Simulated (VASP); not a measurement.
# A VASP study of MnF2 (LDA + U): structure first, properties next, part 2 of 3

What structure and properties does LDA + U give MnF2, and how near are they to the measured ones? The start is a cell from a database of measured crystal structures.

VASP 6.6.1, plane waves and PAW; the level of theory is named at each step.

Still holding for the runs below: The magnetic order is the lowest of the few collinear ones that converged above; longer or canted patterns were not tried. With U or an open f shell each start may have settled in an orbital state of its own, so the order itself isn't shown.

So far, gap on the k-mesh (eV): step 2 (magnetic start: ferromagnetic) 2.42; step 3 (magnetic start: antiferromagnetic within the cell) 3.45; step 6 (magnetic start: antiferromagnetic, q = (1/2, 1/2, 0)) 3.13; step 8 (relaxing cell and atoms (LDA + U)) 3.46; step 9 (second relaxation) 3.46. The relaxed cell has a = 4.802, c = 3.256 Å (conventional setting).

### Step 10. Density, ELF and potential (LDA + U)

A single point on the relaxed cell gives a clean self-consistent state, with density, ELF and potential written out.

Input file INCAR:

```
SYSTEM = MnF2
PREC = Accurate
ENCUT = 520
EDIFF = 1E-06
NELM = 100
ISMEAR = 0
SIGMA = 0.05
LREAL = .FALSE.
ALGO = Normal
GGA = CA
NBANDS = 36
ISPIN = 2
MAGMOM = 4.66 -4.66 -0.02 0.02 -0.02 0.02
LDAU = .TRUE.
LDAUTYPE = 2
LDAUL = 2 -1
LDAUU = 5 0
LDAUJ = 0 0
LDAUPRINT = 1
LASPH = .TRUE.
LMAXMIX = 4
LORBIT = 11
LWAVE = .FALSE.
LCHARG = .TRUE.
ISIF = 2
LELF = .TRUE.
LVHAR = .TRUE.
```

Input file POSCAR:

```
MnF2
1.0
    4.8023731950      0.0000000000      0.0000000000
    0.0000000000      4.8023731950      0.0000000000
    0.0000000000      0.0000000000      3.2560256651
Mn F
2 4
Direct
    0.0000000000      0.0000000000      0.0000000000
    0.5000000000      0.5000000000      0.5000000000
    0.3044539240      0.3044539240      0.0000000000
    0.1955460760      0.8044539240      0.5000000000
    0.6955460760      0.6955460760      0.0000000000
    0.8044539240      0.1955460760      0.5000000000
```

Input file KPOINTS:

```
Automatic mesh
0
Gamma
5 5 7
0 0 0
```

PAW data sets: Mn_pv and F (LDA family, release 64).

Run with:

```console
mpirun -np 8 vasp_std
```

Run time: 19 s. Hardware: 8 MPI ranks of Intel Xeon 6975P-C (Granite Rapids), shared host; peak memory 0.97 GiB.

With spin, VASP writes an ELF for each channel.

This step gave:

```yaml
bands: 40
fermi_energy: 1.854 eV
pressure: -0.007041 GPa
gap_on_the_k_mesh: 3.461 eV
```

Valence electrons inside each PAW sphere by angular momentum. Sphere charges, by row:

```csv
atom,s (e),p (e),d (e),tot (e)
Mn1,0.181,6.168,4.981,11.33
Mn2,0.181,6.168,4.981,11.33
F3,1.725,4.361,0,6.086
F4,1.725,4.361,0,6.086
F5,1.725,4.361,0,6.086
F6,1.725,4.361,0,6.086
```

Spin density in the ab plane at fractional z = 0.000, with atoms of Mn and F within 0.2 Å of it.

Ten even steps from '0' (-0.1 e/Å³) to '9' (6.8 e/Å³), each cell a mean:
```
73000000000015
21000000000001
00000000000000
00000000000000
00000000000000
00000000000000
00000000000000
00000000000000
00000000000000
00000000000000
00000000000000
10000000000000
42000000000013
94100000000027
```
Columns run along a (4.8 Å), rows up along b (4.8 Å). Atoms in or near the plane, at fractional coordinates: Mn at (0.00, 0.00), F at (0.30, 0.30), F at (0.70, 0.70).

Valence density in the ab plane at fractional z = 0.000, with atoms of Mn and F within 0.2 Å of it. It is the smooth field of the valence electrons, not physical close to the nuclei.

Values in e/Å³, 14 rows by 14 columns, each cell a mean:
```
12  6  1  0  0  0  0  0  0  0  0  0  3  9
 4  2  0  0  0  0  0  0  0  1  1  0  1  3
 0  0  0  0  0  0  0  0  1  3  3  1  0  0
 0  0  0  0  0  0  0  1  3 10  9  3  1  0
 0  0  0  0  0  0  0  1  3 10 10  3  1  0
 0  0  0  0  0  0  0  0  1  3  3  1  0  0
 0  0  0  0  0  0  0  0  0  1  1  0  0  0
 0  0  0  1  2  1  0  0  0  0  0  0  0  0
 0  0  1  4  7  4  1  0  0  0  0  0  0  0
 0  0  1  7 13  7  2  0  0  0  0  0  0  0
 0  0  1  4  7  4  1  0  0  0  0  0  0  0
 2  1  1  1  1  1  0  0  0  0  0  0  0  1
 8  4  1  0  0  0  0  0  0  0  0  0  2  6
16  8  2  0  0  0  0  0  0  0  0  0  4 12
```
Columns run along a (4.8 Å), rows up along b (4.8 Å). Atoms in or near the plane, at fractional coordinates: Mn at (0.00, 0.00), F at (0.30, 0.30), F at (0.70, 0.70).

ELF of up spins in the ab plane at fractional z = 0.000, with atoms of Mn and F within 0.2 Å of it. It is the smooth field of the valence electrons, not physical close to the nuclei.

Values, 14 rows by 14 columns, each cell a mean:
```
0.08 0.23 0.21 0.07 0.03 0.01 0.01 0.05 0.16 0.21 0.12 0.11 0.25 0.16
0.26 0.23 0.13 0.05 0.02 0.01 0.05 0.26 0.53 0.65 0.54 0.23 0.16 0.25
0.13 0.10 0.06 0.03 0.02 0.01 0.13 0.50 0.77 0.81 0.79 0.64 0.23 0.11
0.05 0.04 0.03 0.02 0.01 0.02 0.19 0.62 0.81 0.68 0.67 0.79 0.54 0.12
0.03 0.02 0.01 0.01 0.01 0.03 0.16 0.57 0.79 0.66 0.68 0.81 0.65 0.21
0.01 0.01 0.03 0.06 0.08 0.05 0.07 0.31 0.69 0.79 0.81 0.77 0.53 0.16
0.01 0.06 0.22 0.39 0.43 0.29 0.11 0.10 0.31 0.57 0.62 0.50 0.26 0.05
0.03 0.23 0.56 0.74 0.77 0.68 0.39 0.11 0.07 0.16 0.19 0.13 0.05 0.01
0.06 0.38 0.74 0.81 0.73 0.78 0.68 0.29 0.05 0.03 0.02 0.01 0.01 0.01
0.06 0.35 0.75 0.75 0.55 0.73 0.77 0.43 0.08 0.01 0.01 0.02 0.02 0.03
0.08 0.16 0.57 0.79 0.75 0.81 0.74 0.39 0.06 0.01 0.02 0.03 0.05 0.07
0.22 0.16 0.22 0.57 0.75 0.74 0.56 0.22 0.03 0.01 0.03 0.06 0.13 0.21
0.18 0.26 0.16 0.16 0.35 0.38 0.23 0.06 0.01 0.02 0.04 0.10 0.23 0.23
0.01 0.18 0.22 0.08 0.06 0.06 0.03 0.01 0.01 0.03 0.05 0.13 0.26 0.08
```
Columns run along a (4.8 Å), rows up along b (4.8 Å). Atoms in or near the plane, at fractional coordinates: Mn at (0.00, 0.00), F at (0.30, 0.30), F at (0.70, 0.70).

In this run the pressure is -0.01 GPa, small enough to go on; single stress components reach 0.04 GPa.

### Step 11. Band structure (LDA + U)

Levels along the symmetry lines show where the bands peak and cross; KPOINTS_OPT computes them in the converged potential.

Input file INCAR:

```
SYSTEM = MnF2
PREC = Accurate
ENCUT = 520
EDIFF = 1E-06
NELM = 100
ISMEAR = 0
SIGMA = 0.05
LREAL = .FALSE.
ALGO = Normal
GGA = CA
NBANDS = 46
ISPIN = 2
MAGMOM = 4.654 -4.654 -0.019 0.019 -0.019 0.019
LDAU = .TRUE.
LDAUTYPE = 2
LDAUL = 2 -1
LDAUU = 5 0
LDAUJ = 0 0
LDAUPRINT = 1
LASPH = .TRUE.
LMAXMIX = 4
LORBIT = 11
LWAVE = .FALSE.
LCHARG = .FALSE.
KPAR = 8
```

POSCAR is that of step 10.

KPOINTS is that of step 10.

Input file KPOINTS_OPT:

```
Line mode
16
Line-mode
Reciprocal
  0.00000000   0.00000000   0.00000000 GAMMA
  0.00000000   0.50000000   0.00000000 X

  0.00000000   0.50000000   0.00000000 X
  0.50000000   0.50000000   0.00000000 M

  0.50000000   0.50000000   0.00000000 M
  0.00000000   0.00000000   0.00000000 GAMMA

  0.00000000   0.00000000   0.00000000 GAMMA
  0.00000000   0.00000000   0.50000000 Z

  0.00000000   0.00000000   0.50000000 Z
  0.00000000   0.50000000   0.50000000 R

  0.00000000   0.50000000   0.50000000 R
  0.50000000   0.50000000   0.50000000 A

  0.50000000   0.50000000   0.50000000 A
  0.00000000   0.00000000   0.50000000 Z

  0.00000000   0.50000000   0.00000000 X
  0.00000000   0.50000000   0.50000000 R

  0.50000000   0.50000000   0.00000000 M
  0.50000000   0.50000000   0.50000000 A
```

Run with:

```console
mpirun -np 8 vasp_std
```

Wall time 56 s (8 MPI ranks); peak memory 2.8 GiB; 7.3 min of CPU time.

Numbers from this step:

```yaml
scf_cycles: 15
bands: 46
fermi_energy: 1.864 eV
pressure: -0.007208 GPa
least_gap_on_mesh_and_path: 3.456 eV
least_direct_gap_on_mesh_and_path: 3.501 eV
valence_top_at_k: 0, 0.5, 0
```

Spin up. Electronic bands along the path, in eV, zero at the valence-band top; v1 is the highest filled band, c1 the lowest empty one:

```
          point     v4     v3     v2     v1    c1    c2    c3    c4
              Γ  -1.85  -1.54  -0.48  -0.05  3.46  5.58  6.29  6.35
0.47 of the way  -1.82  -1.49  -0.31  -0.03  4.08  5.62  6.28  6.33
              X  -1.78  -1.46  -0.13   0.00  5.44  5.69  6.15  6.26
0.47 of the way  -1.80  -1.35  -0.40  -0.02  5.50  5.86  6.29  6.32
              M  -1.83  -1.27  -0.78  -0.05  5.57  6.04  6.32  6.34
0.47 of the way  -1.78  -1.40  -0.26  -0.05  4.96  5.62  6.29  6.35
              Γ  -1.85  -1.54  -0.48  -0.05  3.46  5.58  6.29  6.35
0.53 of the way  -1.63  -1.45  -0.53  -0.50  5.09  6.05  6.11  6.12
              Z  -1.65  -1.24  -0.73  -0.47  5.96  5.98  6.05  6.95
0.47 of the way  -1.71  -1.32  -0.78  -0.28  5.96  5.97  6.18  6.90
              R  -1.80  -1.44  -0.84  -0.06  5.95  5.96  6.32  6.85
0.53 of the way  -1.78  -1.46  -0.79  -0.13  5.97  5.98  6.33  6.80
              A  -1.77  -1.49  -0.75  -0.19  5.97  6.01  6.34  6.77
0.47 of the way  -1.78  -1.40  -0.74  -0.05  5.96  5.98  6.32  6.81
              Z  -1.65  -1.24  -0.73  -0.47  5.96  5.98  6.05  6.95
      jump to X  -1.78  -1.46  -0.13   0.00  5.44  5.69  6.15  6.26
0.47 of the way  -1.62  -1.58  -0.51  -0.12  5.93  6.13  6.13  6.20
              R  -1.80  -1.44  -0.84  -0.06  5.95  5.96  6.32  6.85
      jump to M  -1.83  -1.27  -0.78  -0.05  5.57  6.04  6.32  6.34
0.47 of the way  -1.69  -1.47  -0.51  -0.40  5.99  6.16  6.18  6.55
              A  -1.77  -1.49  -0.75  -0.19  5.97  6.01  6.34  6.77
```

Of the projections kept (Mn, F), the largest for each band there, as a share of the weight inside these atoms' spheres; weight between the spheres isn't counted:

| point | v4 | v3 | v2 | v1 | c1 | c2 | c3 | c4 |
| --- | --- | --- | --- | --- | --- | --- | --- | --- |
| Γ | Mn 0.90 | Mn 0.85 | Mn 0.76 | Mn 0.66 | Mn 0.62 | Mn 0.97 | Mn 0.92 | Mn 0.98 |
| X | Mn 0.87 | Mn 0.79 | Mn 0.67 | Mn 0.65 | Mn 0.91 | F 0.53 | Mn 0.70 | Mn 0.95 |
| M | Mn 0.90 | Mn 0.68 | Mn 0.82 | Mn 0.67 | Mn 0.92 | Mn 0.93 | Mn 0.95 | Mn 0.98 |
| Γ | Mn 0.90 | Mn 0.85 | Mn 0.76 | Mn 0.66 | Mn 0.62 | Mn 0.97 | Mn 0.92 | Mn 0.98 |
| Z | Mn 0.76 | Mn 0.70 | Mn 0.74 | Mn 0.78 | Mn 0.91 | Mn 0.95 | Mn 0.93 | Mn 0.95 |
| R | Mn 0.81 | Mn 0.77 | Mn 0.77 | Mn 0.68 | Mn 0.97 | Mn 0.93 | Mn 0.97 | Mn 0.93 |

Spin down. The electronic bands at the labelled points (eV, zero at the valence-band top; v1 is the highest filled band, c1 the lowest empty one):

| point | v4 | v3 | v2 | v1 | c1 | c2 | c3 | c4 |
| --- | --- | --- | --- | --- | --- | --- | --- | --- |
| Γ | -1.85 | -1.54 | -0.48 | -0.05 | 3.46 | 5.58 | 6.29 | 6.35 |
| 0.47 of the way | -1.82 | -1.49 | -0.31 | -0.03 | 4.08 | 5.62 | 6.28 | 6.33 |
| X | -1.78 | -1.46 | -0.13 | 0.00 | 5.44 | 5.69 | 6.15 | 6.26 |
| 0.47 of the way | -1.80 | -1.35 | -0.40 | -0.02 | 5.50 | 5.86 | 6.29 | 6.32 |
| M | -1.83 | -1.27 | -0.78 | -0.05 | 5.57 | 6.04 | 6.32 | 6.34 |
| 0.47 of the way | -1.84 | -1.38 | -0.55 | 0.00 | 4.79 | 5.74 | 6.28 | 6.31 |
| Γ | -1.85 | -1.54 | -0.48 | -0.05 | 3.46 | 5.58 | 6.29 | 6.35 |
| 0.53 of the way | -1.63 | -1.45 | -0.53 | -0.50 | 5.09 | 6.05 | 6.11 | 6.12 |
| Z | -1.65 | -1.24 | -0.73 | -0.47 | 5.96 | 5.98 | 6.05 | 6.95 |
| 0.47 of the way | -1.71 | -1.32 | -0.78 | -0.28 | 5.96 | 5.97 | 6.18 | 6.90 |
| R | -1.80 | -1.44 | -0.84 | -0.06 | 5.95 | 5.96 | 6.32 | 6.85 |
| 0.53 of the way | -1.78 | -1.46 | -0.79 | -0.13 | 5.97 | 5.98 | 6.33 | 6.80 |
| A | -1.77 | -1.49 | -0.75 | -0.19 | 5.97 | 6.01 | 6.34 | 6.77 |
| 0.47 of the way | -1.72 | -1.40 | -0.85 | -0.31 | 5.95 | 5.99 | 6.24 | 6.87 |
| Z | -1.65 | -1.24 | -0.73 | -0.47 | 5.96 | 5.98 | 6.05 | 6.95 |
| jump to X | -1.78 | -1.46 | -0.13 | 0.00 | 5.44 | 5.69 | 6.15 | 6.26 |
| 0.47 of the way | -1.62 | -1.58 | -0.51 | -0.12 | 5.93 | 6.13 | 6.13 | 6.20 |
| R | -1.80 | -1.44 | -0.84 | -0.06 | 5.95 | 5.96 | 6.32 | 6.85 |
| jump to M | -1.83 | -1.27 | -0.78 | -0.05 | 5.57 | 6.04 | 6.32 | 6.34 |
| 0.47 of the way | -1.69 | -1.47 | -0.51 | -0.40 | 5.99 | 6.16 | 6.18 | 6.55 |
| A | -1.77 | -1.49 | -0.75 | -0.19 | 5.97 | 6.01 | 6.34 | 6.77 |

Of the projections kept (Mn, F), the largest for each band there, as a share of the weight inside these atoms' spheres; weight between the spheres isn't counted:

```
point       v4       v3       v2       v1       c1       c2       c3       c4
    Γ  Mn 0.90  Mn 0.85  Mn 0.76  Mn 0.66  Mn 0.62  Mn 0.97  Mn 0.92  Mn 0.98
    X  Mn 0.87  Mn 0.79  Mn 0.67  Mn 0.65  Mn 0.91   F 0.53  Mn 0.70  Mn 0.95
    M  Mn 0.90  Mn 0.68  Mn 0.82  Mn 0.67  Mn 0.92  Mn 0.93  Mn 0.95  Mn 0.98
    Γ  Mn 0.90  Mn 0.85  Mn 0.76  Mn 0.66  Mn 0.62  Mn 0.97  Mn 0.92  Mn 0.98
    Z  Mn 0.76  Mn 0.70  Mn 0.74  Mn 0.78  Mn 0.91  Mn 0.95  Mn 0.93  Mn 0.95
    R  Mn 0.81  Mn 0.77  Mn 0.77  Mn 0.68  Mn 0.97  Mn 0.93  Mn 0.97  Mn 0.93
```

The path finds the gap of the mesh within 0.02 eV, so the mesh comes close to both band edges.

### Step 12. Total and projected DOS (LDA + U)

Here the states are counted by energy and projected on the atoms. The mesh is finer than in the run before.

INCAR: that of step 11 with these lines changed.

```diff
@@ -5,3 +5,3 @@
 NELM = 100
-ISMEAR = 0
+ISMEAR = -5
 SIGMA = 0.05
@@ -25 +25,2 @@
 KPAR = 8
+NEDOS = 2001
```

POSCAR is that of step 11.

Input file KPOINTS:

```
Automatic mesh
0
Gamma
7 7 10
0 0 0
```

Run with:

```console
mpirun -np 8 vasp_std
```

Wall time 31 s (8 MPI ranks); peak memory 3.1 GiB; 4 min of CPU time.

Numbers from this step:

* irreducible k-points: 60
* Fermi energy: 1.475 eV
* pressure: -0.008027 GPa
* valence top at k: 0.4286, 0, 0
* gap on the k-mesh: 3.459 eV
* least direct gap on the k-mesh: 3.502 eV

The density of states has structure finer than the step of the table below, so its rows give means over 1 eV, whole bins alone (the curve runs from -12.0 to 7.92 eV). Peaks (eV: height): total up -3.1: 5.66, -1.8: 6.36, 6.0: 6.88, 6.2: 6.76; total down -4.0: 6.68, -1.8: 6.24, 6.0: 7.22, 6.2: 6.56; F p up -5.5: 2.59, -5.0: 2.54, -4.0: 4.07, -3.1: 3.88; F p down -5.5: 2.53, -5.0: 2.53, -4.0: 4.01, -3.1: 4.24; Mn d up -1.8: 5.15, 6.0: 5.63, 6.2: 5.45, 7.2: 3.86.

States under -12.0 eV and over 7.9 eV are left out. Table of density of states by energy, zero at the valence-band top; means over each step; 7 of 11 lines; values in states/eV/cell:

```csv
energy (eV),total up,total down,F p up,F p down,Mn d up,Mn d down,Mn s up
-8,0,0,0,0,0,0,0
-7,7.2e-4,7.2e-4,4.0e-4,4.0e-4,5.8e-5,5.8e-5,6.8e-5
-6,1.88,2.04,1.08,1.08,0.304,0.303,0.0830
-5,3.57,3.12,1.92,1.90,0.552,0.546,0.0425
-4,3.70,3.98,2.59,2.62,0.325,0.327,0.0198
-3,2.85,2.86,2.16,2.16,0.108,0.109,0.00353
-2,2.43,2.30,0.341,0.324,1.89,1.84,0.00510
-1,1.11,1.42,0.287,0.296,0.860,0.885,0.00301
0,1.47,1.29,0.381,0.390,0.885,0.908,0.00194
1,0,0,0,0,0,0,0
2,0,0,0,0,0,0,0
3,1.4e-4,1.4e-4,0,0,0,0,3.0e-5
4,0.0698,0.0726,0.00462,0.00463,0.00167,0.00165,0.0140
5,0.244,0.277,0.0229,0.0231,0.0517,0.0527,0.0359
6,3.40,3.25,0.149,0.150,2.50,2.55,0.0639
7,1.92,2.10,0.137,0.141,1.44,1.47,0.0462
```

The gap on this mesh is 3.46 eV. In the top eV of the valence band the largest shares in the PAW spheres are Mn d 66 % and F p 26 %; in the lowest eV of the conduction band, Mn s 20 %, F p 6 % and F s 6 %. The rest lies in smaller channels or between the spheres.

### Step 13. Zone-centre phonons (LDA + U)

Zone-centre modes test whether the atoms sit at a minimum within this cell. IBRION = 6 takes the force constants from differences of forces between displaced cells, so the forces must be tight.

INCAR: that of step 12 with these lines changed.

```diff
@@ -3,5 +3,5 @@
 ENCUT = 520
-EDIFF = 1E-06
+EDIFF = 1E-08
 NELM = 100
-ISMEAR = -5
+ISMEAR = 0
 SIGMA = 0.05
@@ -10,3 +10,3 @@
 GGA = CA
-NBANDS = 46
+NBANDS = 36
 ISPIN = 2
@@ -25,2 +25,6 @@
 KPAR = 8
-NEDOS = 2001
+IBRION = 6
+NFREE = 2
+POTIM = 0.015
+ISIF = 2
+NSW = 1
```

POSCAR is that of step 12.

Input file KPOINTS:

```
Automatic mesh
0
Gamma
5 5 7
0 0 0
```

Run with:

```console
mpirun -np 8 vasp_std
```

Wall time 2.4 min (8 MPI ranks); peak memory 3.9 GiB.

The last energy, forces, stress and levels in OUTCAR belong to the last displaced cell, not to the cell of POSCAR.

This step gave:

```
bands                     : 36
irreducible k-points      : 24
pressure of the cell      : -0.002220 GPa
largest force of the cell : 0.003584 eV/Å
```

Transverse limit, no LO-TO splitting. The modes at Γ (shares of kinetic energy by element, %):

| mode | frequency (cm⁻¹) | symmetry | Mn % | F % |
| --- | --- | --- | --- | --- |
| 1 | -1.5 | acoustic | 58 | 42 |
| 2 | -1.5 | acoustic | 58 | 42 |
| 3 | -0.5 | acoustic | 59 | 41 |
| 4 | 30.2 | Bg | 0 | 100 |
| 5 | 119.0 | Bu | 72 | 28 |
| 6 | 151.3 | Eu | 24 | 76 |
| 7 | 151.3 | Eu | 24 | 76 |
| 8 | 213.0 | A2g | 0 | 100 |
| 9 | 264.1 | Eg | 0 | 100 |
| 10 | 264.1 | Eg | 0 | 100 |
| 11 | 270.4 | Eu | 97 | 3 |
| 12 | 270.4 | Eu | 97 | 3 |
| 13 | 324.6 | A2u | 41 | 59 |
| 14 | 359.7 | Bu | 28 | 72 |
| 15 | 370.7 | A1g | 0 | 100 |
| 16 | 405.3 | Eu | 20 | 80 |
| 17 | 405.3 | Eu | 20 | 80 |
| 18 | 495.7 | Bg | 0 | 100 |

Displacements in mode 4 (30.2 cm⁻¹), the largest set to 1:
```
Mn1  0.00  0.00  0.00
Mn2  0.00  0.00  0.00
F3  -1.00  1.00  0.00
F4   1.00  1.00  0.00
F5   1.00 -1.00  0.00
F6  -1.00 -1.00  0.00
```

Displacements in mode 18 (495.7 cm⁻¹), the largest set to 1:
```
Mn1  0.00  0.00  0.00
Mn2  0.00  0.00  0.00
F3   1.00  1.00  0.00
F4   1.00 -1.00  0.00
F5  -1.00 -1.00  0.00
F6  -1.00  1.00  0.00
```

The three acoustic modes lie within 1.5 cm⁻¹ of zero, and no other lies below -15 cm⁻¹; the softest, at 30 cm⁻¹, is too soft for its sign to be sure. By the characters of their eigenvectors the optical modes sort into (cm⁻¹) Raman active: Bg 30, Eg 264, A1g 371, Bg 496; infrared active: Eu 151, Eu 270, A2u 325, Eu 405; silent: Bu 119, A2g 213, Bu 360. B labels carry no number here, since it depends on the setting of the axes. With a centre of inversion no mode is active in both.

### Step 14. Optical spectrum (LDA + U)

LOPTICS sums transitions from filled to empty bands. The mesh is finer than in the run before. NBANDS is raised for it.

INCAR: that of step 13 with these lines changed.

```diff
@@ -3,3 +3,3 @@
 ENCUT = 520
-EDIFF = 1E-08
+EDIFF = 1E-06
 NELM = 100
@@ -10,3 +10,3 @@
 GGA = CA
-NBANDS = 36
+NBANDS = 75
 ISPIN = 2
@@ -25,6 +25,4 @@
 KPAR = 8
-IBRION = 6
-NFREE = 2
-POTIM = 0.015
-ISIF = 2
-NSW = 1
+LOPTICS = .TRUE.
+NEDOS = 1500
+CSHIFT = 0.1
```

POSCAR is that of step 13.

Input file KPOINTS:

```
Automatic mesh
0
Gamma
7 7 10
0 0 0
```

Run with:

```console
mpirun -np 8 vasp_std
```

Elapsed: 60 s, on 8 MPI ranks; peak memory 7.6 GiB.

These are independent-particle spectra without excitons or local fields. Their onset and peaks carry the functional's gap error, and fine structure and low peaks depend on the mesh and on CSHIFT.

Numbers from this step:

* bands: 75
* irreducible k-points: 60
* Fermi energy: 1.701 eV
* pressure: -0.01198 GPa
* gap on the k-mesh: 3.458 eV
* least direct gap on the k-mesh: 3.501 eV

The imaginary dielectric function has structure finer than the step of the table below, so its rows give means over 0.5 eV, whole bins alone (the curve runs from 0 to 24.9 eV). Peaks (eV: height): xx 7.76: 1.88, 9.07: 2.09, 11.13: 2.08, 12.57: 1.50, 16.62: 1.56; zz 7.83: 1.70, 9.21: 2.65, 9.75: 2.64, 10.92: 2.69, 15.18: 1.67.

Table of imaginary dielectric function by photon energy; means over each step:

```csv
photon energy (eV),xx,zz
0.5,0.00126,0.00136
1.0,0.00259,0.00281
1.5,0.00404,0.00440
2.0,0.00576,0.00628
2.5,0.00789,0.00869
3.0,0.0109,0.0123
3.5,0.0169,0.0236
4.0,0.0482,0.0572
4.5,0.0895,0.132
5.0,0.154,0.200
5.5,0.187,0.272
6.0,0.521,0.433
6.5,0.995,0.900
7.0,1.24,0.948
7.5,1.52,1.37
8.0,1.35,1.52
8.5,1.12,1.38
9.0,1.83,2.25
9.5,1.75,2.33
10.0,1.67,2.41
10.5,1.74,2.29
11.0,1.95,2.43
11.5,1.74,1.67
12.0,1.35,1.57
12.5,1.43,1.31
13.0,1.40,1.44
13.5,1.20,1.33
14.0,1.23,1.32
14.5,1.28,1.37
15.0,1.27,1.50
15.5,1.38,1.52
16.0,1.39,1.44
16.5,1.50,1.38
17.0,1.38,1.28
17.5,1.34,1.30
18.0,1.32,1.24
18.5,1.27,1.11
19.0,1.24,1.16
19.5,1.15,1.01
20.0,1.11,0.992
20.5,0.989,1.03
21.0,0.845,0.829
21.5,0.813,0.922
22.0,0.752,0.885
22.5,0.707,0.711
23.0,0.738,0.730
23.5,0.687,0.634
24.0,0.681,0.571
24.5,0.658,0.532
```

Table of real dielectric function by photon energy:

| photon energy (eV) | xx | zz |
| --- | --- | --- |
| 0 | 2.42 | 2.51 |
| 1 | 2.43 | 2.52 |
| 2 | 2.47 | 2.56 |
| 3 | 2.55 | 2.65 |
| 4 | 2.71 | 2.82 |
| 5 | 2.89 | 2.99 |
| 6 | 3.42 | 3.34 |
| 7 | 3.15 | 3.32 |
| 8 | 2.15 | 2.78 |
| 9 | 2.82 | 3.36 |
| 10 | 2.14 | 1.99 |
| 11 | 1.87 | 1.11 |
| 12 | 1.29 | 1.15 |
| 13 | 1.42 | 1.46 |
| 14 | 1.53 | 1.37 |
| 15 | 1.50 | 1.48 |
| 16 | 1.33 | 1.03 |
| 17 | 1.09 | 0.919 |
| 18 | 0.982 | 0.770 |
| 19 | 0.796 | 0.725 |
| 20 | 0.640 | 0.702 |
| 21 | 0.656 | 0.619 |
| 22 | 0.613 | 0.490 |
| 23 | 0.758 | 0.626 |
| 24 | 0.754 | 0.661 |

### Step 15. Core-level energies (LDA + U)

Core levels shift with the potential at each site, so they tell like atoms on unlike sites apart.

INCAR: that of step 14 with these lines changed.

```diff
@@ -10,3 +10,3 @@
 GGA = CA
-NBANDS = 75
+NBANDS = 36
 ISPIN = 2
@@ -25,4 +25,2 @@
 KPAR = 8
-LOPTICS = .TRUE.
-NEDOS = 1500
-CSHIFT = 0.1
+ICORELEVEL = 1
```

POSCAR is that of step 14.

Input file KPOINTS:

```
Automatic mesh
0
Gamma
5 5 7
0 0 0
```

Run with:

```console
mpirun -np 8 vasp_std
```

It took 14 s on 8 MPI ranks; peak memory 1.9 GiB.

These are scalar-relativistic Kohn-Sham levels of the ground state, with no core hole, so they are not binding energies.

Numbers from this step:

- SCF cycles: 16
- bands: 36
- irreducible k-points: 24
- Fermi energy: 1.727 eV
- pressure: 0.02086 GPa
- valence top at k: 0.4, 0, 0
- gap on the k-mesh: 3.461 eV
- least direct gap on the k-mesh: 3.502 eV

Kohn-Sham core levels. Core levels, by row:

```csv
atom,shell,level below the valence-band top (eV)
Mn1,1s,6388
Mn1,2s,730.8
Mn1,2p,619.1
Mn1,3s,75.81
Mn2,1s,6388
Mn2,2s,730.8
Mn2,2p,619.1
Mn2,3s,75.81
F3,1s,648.6
F4,1s,648.6
F5,1s,648.6
F6,1s,648.6
```

Atoms of one element give levels within 0.1 eV of each other.

(Continued in part 3 of 3.)

[Lines on the potential files, build, host, timing and source positions are cut from VASP's logs without a mark.]

[Logs are printed without paths, hosts, clocks, repeated set-up lines and the standing remarks that a program may print on its own settings, such as how far it seeks lower states.]

[Hosts, paths, dates, database ids (printed as entryN), source tags and the programs' standing remarks are cut or masked in the printed files.]

[A measured line is paired with the nearest computed mode of its activity, which favours agreement.]

[In band tables of VASP the shares of atoms and orbitals are scaled to a sum of 1 inside the atoms' spheres.]
